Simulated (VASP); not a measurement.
Given:

```xyz
2
Lattice="0.0000 2.7198 2.7198 2.7198 0.0000 2.7198 2.7198 2.7198 0.0000" Properties=species:S:1:pos:R:3 pbc="T T T"
Si     0.0000     0.0000     0.0000
Si     1.3599     1.3599     1.3599
```

These are r2SCAN meta-GGA, VASP's PBE PAW potentials (set 64) (plane waves; VASP) values and carry that method's errors. Settings: 400 eV cut-off, 9×9×9 Γ-centred mesh, tetrahedra with Blöchl corrections, potentials Si.

What does the run give for the energy per atom (σ→0), band gap (over mesh and band path) with the smallest direct gap where there is one?

| Property | Result |
|---|---|
| band gap (over mesh and band path) | 0.80 eV |
| smallest direct gap (over mesh and band path) | 2.76 eV |
| energy per atom (σ→0) | -8.775 eV/atom |

The absolute energy has meaning only against runs of the same code, potentials and settings.

The compound is Si in the diamond structure. It was relaxed first.
